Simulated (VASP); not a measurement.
Here is the system:

```
Au
1.0
    2.87351     0.00000     0.00000
   -1.43675     2.48853     0.00000
    0.00000     0.00000     9.49395
Au
4
Cartesian
  0.00000   0.00000   0.00000
  0.00000   0.00000   4.74697
  0.00000   1.65902   2.37349
  1.43675   0.82951   7.12046
```

Method: PBEsol GGA with spin-orbit coupling, VASP's PBE PAW potentials (set 64) (plane waves; VASP). Settings: 400 eV cut-off, 11×11×3 Γ-centred mesh, Gaussian smearing of 0.050 eV, potentials Au.

Give the stress tensor in GPa (positive for a compressed cell).

```
-1.25   0.00   0.00
 0.00  -1.25   0.00
 0.00   0.00  -1.10
```
The pressure is its mean diagonal, -1.20 GPa.

The structure was generated: Au was put into the dhcp type (P6_3/mmc), which need not be its known phase. It was relaxed first.
